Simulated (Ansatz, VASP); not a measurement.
# ZnPS3: VASP beside Ansatz

Wanted: the spread between two codes on one cell, functional and k mesh. The cell is taken from a series of runs on this material, whose earlier steps may have relaxed, scaled, displaced or heated it; both programs get it as it stands.

Program: Ansatz 0.2.0. Level of theory: plane waves, with VASP 6.6.1 beside it; relaxation of cell and atoms at LDA. Results are calculated unless marked as measured.

## Step 1: The starting structure

Symmetry: C2/m, No. 12, monoclinic system. The conventional cell has a = 5.848 Å, b = 10.138 Å, c = 6.591 Å, α = 90.00°, β = 107.03°, γ = 90.00°. Nearest to Zn lie 6 S at 2.50 to 2.51 Å. Nearest to P lie 3 S at 2.03 Å and 1 P at 2.19 Å. S has 1 P at 2.03 Å and 2 Zn at 2.50 Å nearest. Nearest to S lie 1 P at 2.03 Å and 2 Zn at 2.51 Å. Farther neighbours and most contacts between anions are not listed.

Coordinates:

```xyz
10
Lattice="2.9241 -5.0689 0.0003 2.9241 5.0689 0.0003 -1.9311 0.0000 6.3013" Properties=species:S:1:pos:R:3 pbc="T T T"
Zn    2.9241   -1.6971    0.0003
Zn    2.9241    1.6971    0.0003
P     3.9129    0.0000    5.2089
P     0.0042    0.0000    1.0931
S     2.9302    1.7045    4.7187
S     0.9869    1.7045    1.5832
S     3.8823    0.0000    1.5797
S     0.0347    0.0000    4.7222
S     0.9869   -1.7045    1.5832
S     2.9302   -1.7045    4.7187
```

## Step 2: VASP: relaxation of cell and atoms, LDA

The relaxed volume is the usual yardstick between codes: in a stiff, nearly cubic crystal its relative difference is about their pressure difference at one cell divided by the bulk modulus.

Lines of VASP's logs that name or quote its potential files are left out, and so is its time.

The input, INCAR:

```
SYSTEM = ZnPS3
PREC = Accurate
ENCUT = 500
EDIFF = 1E-07
NELM = 120
ISMEAR = -1
SIGMA = 0.02
LREAL = .FALSE.
ALGO = Normal
GGA = CA
NBANDS = 45
LORBIT = 11
LWAVE = .FALSE.
LCHARG = .FALSE.
ISIF = 3
IBRION = 2
NSW = 80
EDIFFG = -0.005
LASPH = .TRUE.
GGA_COMPAT = .FALSE.
NELMIN = 4
EFERMI = MIDGAP
KPAR = 2
```

The input, POSCAR:

```
ZnPS3
1.0
    2.9240690000     -5.0688580000      0.0003370000
    2.9240690000      5.0688580000      0.0003370000
   -1.9310530000      0.0000000000      6.3013120000
Zn P S
2 2 6
Direct
    0.6674069386      0.3325930614      0.0000000000
    0.3325930614      0.6674069386      0.0000000000
    0.9420055403      0.9420055403      0.8265362972
    0.0579944597      0.0579944597      0.1734637028
    0.5801601950      0.9164310078      0.7487702004
    0.0835689922      0.4198398050      0.2512297996
    0.7466138315      0.7466138315      0.2506206298
    0.2533861685      0.2533861685      0.7493793702
    0.4198398050      0.0835689922      0.2512297996
    0.9164310078      0.5801601950      0.7487702004
```

The input, KPOINTS:

```
Automatic mesh
0
Gamma
4 4 4
0 0 0
```

PAW data sets: Zn, P and S (LDA family, release 64).

Launch:

```
> mpirun -np 2 vasp_std
```

Numbers of over 12 decimals in the logs are rounded to 6 here.

What it wrote:

```text
[banner, memory and clock lines left out]
running    2 mpi-ranks, on    1 nodes
 distrk:  each k-point on    1 cores,    2 groups
 distr:  one band on    1 cores,    1 groups

 POSCAR found type information on POSCAR ZnP S
 POSCAR found :  3 types and      10 ions
 LDA part: xc-table for (Slater(with rela. corr.)+CA(PZ))
 , standard interpolation
 POSCAR, INCAR and KPOINTS ok, starting setup
 FFT: planning ... GRIDC
 FFT: planning ... GRID_SOFT
 FFT: planning ... GRID
 WAVECAR not read
 entering main loop
       N       E                     dE             d eps       ncg     rms          rms(c)
DAV:   1     0.538142088816E+03    0.53814E+03   -0.29827E+04  2160   0.154E+03
DAV:   2     0.211393459952E+02   -0.51700E+03   -0.49336E+03  2328   0.359E+02
DAV:   3    -0.471439951703E+02   -0.68283E+02   -0.67149E+02  2582   0.132E+02
DAV:   4    -0.497783159222E+02   -0.26343E+01   -0.26131E+01  2608   0.273E+01
DAV:   5    -0.498436167452E+02   -0.65301E-01   -0.65209E-01  2728   0.435E+00    0.245E+01
DAV:   6    -0.483963266152E+02    0.14473E+01   -0.28398E+00  3195   0.362E+01    0.161E+01
DAV:   7    -0.483139116920E+02    0.82415E-01   -0.27675E+00  2400   0.717E+00    0.264E+00
DAV:   8    -0.482664895662E+02    0.47422E-01   -0.19938E-01  2743   0.255E+00    0.155E+00
DAV:   9    -0.482622295558E+02    0.42600E-02   -0.45969E-02  2936   0.167E+00    0.488E-01
DAV:  10    -0.482622256936E+02    0.38622E-05   -0.29017E-03  3006   0.725E-01    0.196E-01
DAV:  11    -0.482622418383E+02   -0.16145E-04   -0.59852E-04  3176   0.276E-01    0.431E-02
DAV:  12    -0.482622430701E+02   -0.12318E-05   -0.71048E-05  2782   0.812E-02    0.212E-02
DAV:  13    -0.482622416283E+02    0.14418E-05   -0.12877E-05  3064   0.472E-02    0.133E-02
DAV:  14    -0.482622416180E+02    0.10260E-07   -0.29147E-06  2790   0.227E-02    0.387E-03
DAV:  15    -0.482622416231E+02   -0.51141E-08   -0.36084E-07  1984   0.547E-03
   1 F= -.48262242E+02 E0= -.48262242E+02  d E =-.482622E+02
[... from here on, the cycles between the ionic steps are left out ...]
   2 F= -.48262104E+02 E0= -.48262104E+02  d E =0.137473E-03
   3 F= -.48263464E+02 E0= -.48263464E+02  d E =-.122242E-02
   4 F= -.48263747E+02 E0= -.48263747E+02  d E =-.283121E-03
   5 F= -.48263822E+02 E0= -.48263822E+02  d E =-.358448E-03
   6 F= -.48263861E+02 E0= -.48263861E+02  d E =-.381212E-04
   7 F= -.48263863E+02 E0= -.48263863E+02  d E =-.402123E-04
   8 F= -.48263889E+02 E0= -.48263889E+02  d E =-.264655E-04
   9 F= -.48263897E+02 E0= -.48263897E+02  d E =-.340003E-04
  10 F= -.48263901E+02 E0= -.48263901E+02  d E =-.378471E-04
  11 F= -.48263920E+02 E0= -.48263920E+02  d E =-.191031E-04
  12 F= -.48263930E+02 E0= -.48263930E+02  d E =-.299350E-04
  13 F= -.48263943E+02 E0= -.48263943E+02  d E =-.122948E-04
 trial-energy change:   -0.000012  1 .order   -0.000012   -0.000016   -0.000007
 step:   0.6989(harm=  0.8319)  dis= 0.00053  next Energy=   -48.263944 (dE=-0.139E-04)
 bond charge predicted
       N       E                     dE             d eps       ncg     rms          rms(c)
DAV:   1    -0.482639484305E+02   -0.55935E-05   -0.26683E-04  2655   0.120E-01    0.170E-02
DAV:   2    -0.482639460272E+02    0.24033E-05   -0.31085E-05  2955   0.774E-02    0.712E-03
DAV:   3    -0.482639456578E+02    0.36940E-06   -0.29553E-06  2517   0.786E-03    0.376E-03
DAV:   4    -0.482639454298E+02    0.22802E-06   -0.43665E-07  2202   0.303E-03    0.147E-03
DAV:   5    -0.482639454143E+02    0.15502E-07   -0.58266E-08  1175   0.275E-03
  14 F= -.48263945E+02 E0= -.48263945E+02  d E =-.149259E-04
 curvature:  -1.02 expect dE=-0.295E-05 dE for cont linesearch -0.590E-06
 trial: gam= 0.00452 g(F)=  0.203E-05 g(S)=  0.877E-06 ort = 0.751E-05 (trialstep = 0.525E+00)
 search vector abs. value=  0.297E-05
 reached required accuracy - stopping structural energy minimisation
```

OUTCAR, selected parts (step 2):

```text
ion  position               nearest neighbor table
   1  0.667  0.333  0.000-   9 2.50  10 2.50   5 2.50   6 2.50   7 2.51   8 2.51
   2  0.333  0.667  0.000-   5 2.50   6 2.50   9 2.50  10 2.50   7 2.51   8 2.51
   3  0.942  0.942  0.827-   5 2.03  10 2.03   8 2.03   4 2.19
   4  0.058  0.058  0.173-   6 2.03   9 2.03   7 2.03   3 2.19
   5  0.580  0.916  0.749-   3 2.03   2 2.50   1 2.50
   6  0.084  0.420  0.251-   4 2.03   2 2.50   1 2.50
   7  0.747  0.747  0.251-   4 2.03   2 2.51   1 2.51
   8  0.253  0.253  0.749-   3 2.03   2 2.51   1 2.51
   9  0.420  0.084  0.251-   4 2.03   1 2.50   2 2.50
  10  0.916  0.580  0.749-   3 2.03   1 2.50   2 2.50

  LATTYP: Found a base centered monoclinic cell.
 ALAT       =     5.8481380388
 B/A-ratio  =     1.7334946495
 C/A-ratio  =     1.1269503701
 COS(beta)  =    -0.2928926176

 Subroutine GETGRP returns: Found  4 space group operations
 (whereof  4 operations were pure point group operations)

The static configuration has the point symmetry C_2h.

 Found     24 irreducible k-points:

   k-points           NKPTS =     24   k-points in BZ     NKDIM =     24   number of bands    NBANDS=     45

   dimension x,y,z NGX =    48 NGY =   48 NGZ =   48
   dimension x,y,z NGXF=    96 NGYF=   96 NGZF=   96

   ENCUT  =  500.0 eV  36.75 Ry    6.06 a.u.  10.67 10.67 12.02*2*pi/ulx,y,z

   NELECT =      70.0000    total number of electrons

 k-points in reciprocal lattice and weights: Automatic mesh
   0.00000000  0.00000000  0.00000000       0.016
   0.25000000  0.00000000 -0.00000000       0.062
   0.50000000  0.00000000 -0.00000000       0.031
   0.25000000  0.25000000 -0.00000000       0.031
   0.50000000  0.25000000  0.00000000       0.062
  -0.25000000  0.25000000  0.00000000       0.031
   0.50000000  0.50000000 -0.00000000       0.016
  -0.00000000 -0.00000000  0.25000000       0.031
   0.25000000  0.00000000  0.25000000       0.062
[...]
-0.25000000  0.25000000  0.50000000       0.031
   0.50000000  0.50000000  0.50000000       0.016

 average (electrostatic) potential at core
       1 -35.5971       2 -35.5971       3 -86.8405       4 -86.8405       5 -87.5143
       6 -87.5143       7 -87.5289       8 -87.5289       9 -87.5143      10 -87.5143

 E-fermi :   5.0668

 k-point     1 :       0.0000    0.0000    0.0000
  band No.  band energies     occupation
    ...
     31       2.6652      2.00000
     32       3.0955      2.00000
     33       3.1834      2.00000
     34       3.5932      2.00000
     35       3.6483      2.00000
     36       6.1608      0.00000
     37       7.3073      0.00000
     38       7.3628      0.00000
     39       7.6828      0.00000
     40       7.9194      0.00000
    ...

 k-point     2 :       0.2500    0.0000   -0.0000
  band No.  band energies     occupation
    ...
     31       2.6098      2.00000
     32       2.9431      2.00000
     33       3.0774      2.00000
     34       3.1827      2.00000
     35       3.4151      2.00000
     36       6.9762      0.00000
     37       7.4224      0.00000
     38       7.6033      0.00000
     39       7.6417      0.00000
     40       7.9123      0.00000
    ...

 k-point     3 :       0.5000    0.0000   -0.0000
  band No.  band energies     occupation
    ...
     31       2.7441      2.00000
     32       2.8543      2.00000
     33       2.9384      2.00000
     34       3.3680      2.00000
     35       3.7759      2.00000
     36       6.7539      0.00000
     37       7.0076      0.00000
     38       7.3256      0.00000
     39       7.3936      0.00000
     40       7.7975      0.00000
    ...

  Total        0.0067965      0.0098453     -0.0060904      0.0000000      0.0000000     -0.0008682
  in kB        0.0584211      0.0846285     -0.0523522      0.0000000      0.0000000     -0.0074627
  external PRESSURE =       0.0302325 kB  Pullay stress =       0.0000000 kB

  energy-cutoff  :      500.00
  volume of cell :      186.39
      direct lattice vectors                 reciprocal lattice vectors
     2.924545640 -5.065858801 -0.000229900     0.170970857 -0.098699948  0.052525281
     2.924545640  5.065858801 -0.000229900     0.170970857  0.098699948  0.052525281
    -1.932588748  0.000000000  6.290615662     0.000012497  0.000000000  0.158970792

 POSITION                                       TOTAL-FORCE (eV/Angst)
 -----------------------------------------------------------------------------------
      2.92455     -1.69600     -0.00023        -0.000000     -0.001263     -0.000000
      2.92455      1.69600     -0.00023        -0.000000      0.001263      0.000000
      3.91219      0.00000      5.19721         0.000710      0.000000     -0.003307
      0.00431      0.00000      1.09295        -0.000710      0.000000      0.003307
      2.93312      1.69995      4.70598        -0.000842     -0.000061     -0.001132
      0.98338      1.69995      1.58418         0.000842     -0.000061      0.001132
      3.88832      0.00000      1.57833        -0.001888      0.000000      0.000633
      0.02819      0.00000      4.71182         0.001888      0.000000     -0.000633
      0.98338     -1.69995      1.58418         0.000842      0.000061      0.001132
      2.93312     -1.69995      4.70598        -0.000842      0.000061     -0.001132
 -----------------------------------------------------------------------------------
    total drift:                               -0.000000     -0.000000     -0.000000

  FREE ENERGIE OF THE ION-ELECTRON SYSTEM (eV)
  ---------------------------------------------------
  free  energy   TOTEN  =       -48.2639454143 eV

  energy  without entropy=      -48.2639454143  energy(sigma->0) =      -48.26394541

 reached required accuracy - stopping structural energy minimisation

 total charge
# of ion       s       p       d       tot
------------------------------------------
    1        0.485   0.422   9.820  10.727
    2        0.485   0.422   9.820  10.727
    3        0.993   1.457   0.000   2.450
    4        0.993   1.457   0.000   2.450
    5        1.360   2.357   0.000   3.717
    6        1.360   2.357   0.000   3.717
    7        1.359   2.360   0.000   3.719
    8        1.359   2.360   0.000   3.719
    9        1.360   2.357   0.000   3.717
   10        1.360   2.357   0.000   3.717
--------------------------------------------------
tot         11.115  17.905  19.640  48.660

[... 3 further parts left out ...]
```

CONTCAR:

```
ZnPS3
   1.00000000000000
     2.9245456400602552   -5.0658588013074004   -0.0002298996426127
     2.9245456400602552    5.0658588013074004   -0.0002298996426127
    -1.9325887481757196    0.0000000000000000    6.2906156622700857
  Zn              P               S
     2     2     6
Direct
     0.6673949221922908    0.3326050778077094    0.0000000000000000
     0.3326050778077094    0.6673949221922908    0.0000000000000000
     0.9418548620263795    0.9418548620263795    0.8262529734006256
     0.0581451379736206    0.0581451379736206    0.1737470265993745
     0.5808762169846579    0.9164466029319537    0.7481499009419966
     0.0835533970680462    0.4191237830153421    0.2518500990580033
     0.7476911305350008    0.7476911305350008    0.2509577318459333
     0.2523088694649994    0.2523088694649994    0.7490422681540668
     0.4191237830153421    0.0835533970680462    0.2518500990580033
     0.9164466029319537    0.5808762169846579    0.7481499009419966
```

The run keeps the 4 symmetry operations of its start, so it cannot find a distortion of lower symmetry.

(Part 1 of 2 ends here.)

[Lines on the potential files, build, host, timing and source positions are cut from VASP's logs without a mark.]

[Logs are printed without paths, hosts, clocks, repeated set-up lines and the standing remarks that a program may print on its own settings, such as how far it seeks lower states.]

[Hosts, paths, dates, database ids (printed as entryN), source tags and the programs' standing remarks are cut or masked in the printed files.]
